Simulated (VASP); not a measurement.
Method: PBE GGA, VASP's PBE PAW potentials (set 64) (plane waves; VASP 6.6.1).

VASP input:

**INCAR**
```
SYSTEM = LuGe2
PREC = Accurate
ENCUT = 300
EDIFF = 1E-6
NELM = 100
ALGO = Normal
LREAL = .FALSE.
LASPH = .TRUE.
ISMEAR = 0
SIGMA = 0.2
GGA = PE
LMAXMIX = 6
LWAVE = .FALSE.
LCHARG = .FALSE.
ISIF = 2
```

File KPOINTS:
```
Automatic mesh
0
Gamma
7 7 7
0 0 0
```

File POSCAR:
```
LuGe2
1
    0.0000000000     3.4293520000     3.4293520000
    3.4293520000     0.0000000000     3.4293520000
    3.4293520000     3.4293520000     0.0000000000
Lu Ge
1 2
Direct
  0.0051790000   0.0085450000  -0.0010060000
  0.2419130000   0.2442140000   0.2540960000
  0.7529080000   0.7472410000   0.7469090000
```

POTCAR, in this order: Lu_3 Ge_d (PBE.64 set). Program: vasp_std.

The resulting files:

**OSZICAR**
```
       N       E                     dE             d eps       ncg     rms          rms(c)
DAV:   1     0.201093669726E+03    0.20109E+03   -0.15194E+04 11400   0.255E+03
DAV:   2     0.107553043250E+02   -0.19034E+03   -0.18784E+03 12324   0.697E+02
DAV:   3    -0.128082707459E+02   -0.23564E+02   -0.23395E+02 11530   0.148E+02
DAV:   4    -0.137072367853E+02   -0.89897E+00   -0.87357E+00  9244   0.261E+01
DAV:   5    -0.137627617629E+02   -0.55525E-01   -0.55095E-01 12456   0.709E+00    0.189E+01
DAV:   6    -0.137135519056E+02    0.49210E-01   -0.14552E-01 14874   0.509E+00    0.115E+01
DAV:   7    -0.137248972967E+02   -0.11345E-01   -0.15754E-01 14344   0.542E+00    0.564E-01
DAV:   8    -0.137215821334E+02    0.33152E-02   -0.42537E-02 14550   0.267E+00    0.151E-01
DAV:   9    -0.137214214356E+02    0.16070E-03   -0.19082E-03 13300   0.773E-01    0.719E-02
DAV:  10    -0.137215679145E+02   -0.14648E-03   -0.60545E-04 12948   0.292E-01    0.113E-01
DAV:  11    -0.137215561444E+02    0.11770E-04   -0.20133E-04 14618   0.280E-01    0.278E-02
DAV:  12    -0.137215616619E+02   -0.55174E-05   -0.24519E-05  9034   0.907E-02    0.177E-02
DAV:  13    -0.137215621872E+02   -0.52536E-06   -0.96962E-06 11190   0.854E-02
   1 F= -.13721562E+02 E0= -.13704066E+02  d E =-.349928E-01
```

OUTCAR:
```
------------------------ aborting loop because EDIFF is reached ----------------------------------------
  FORCE on cell =-STRESS in cart. coord.  units (eV):
  Direction    XX          YY          ZZ          XY          YZ          ZX
  --------------------------------------------------------------------------------------
  Total       -2.5501806     -2.5417914     -2.6014019      0.2600230     -0.0356763      0.1147716
  in kB      -50.6541853    -50.4875507    -51.6715917      5.1648312     -0.7086367      2.2797069
  external PRESSURE =     -50.9377759 kB  Pullay stress =       0.0000000 kB
  volume of cell :       80.66
      direct lattice vectors                 reciprocal lattice vectors
     0.000000000  3.429352000  3.429352000    -0.145800140  0.145800140  0.145800140
     3.429352000  0.000000000  3.429352000     0.145800140 -0.145800140  0.145800140
     3.429352000  3.429352000  0.000000000     0.145800140  0.145800140 -0.145800140
 POSITION                                       TOTAL-FORCE (eV/Angst)
 -----------------------------------------------------------------------------------
      3.45521      3.44366      0.04706        -0.194766     -0.107344     -0.325415
      1.70888      1.70099      1.66710         0.097886      0.085065      0.208460
      5.12397      5.14340      5.14454         0.096879      0.022279      0.116954
 -----------------------------------------------------------------------------------
    total drift:                                0.000401      0.001155     -0.000991
  FREE ENERGIE OF THE ION-ELECTRON SYSTEM (eV)
  ---------------------------------------------------
  free  energy   TOTEN  =       -13.7215621872 eV

  energy  without entropy=      -13.6865693903  energy(sigma->0) =      -13.70406579
```
(Selected blocks of OUTCAR.)

At this cut-off the stress carries a Pulay error, which pulls relaxed volumes low.

The structure was generated: LuGe2 was put into an ordered model structure, which need not be its known phase. The cell was not relaxed at this level, atoms are displaced from their ideal sites. The electron count is odd and the run is not spin-polarised, which forces a metal.
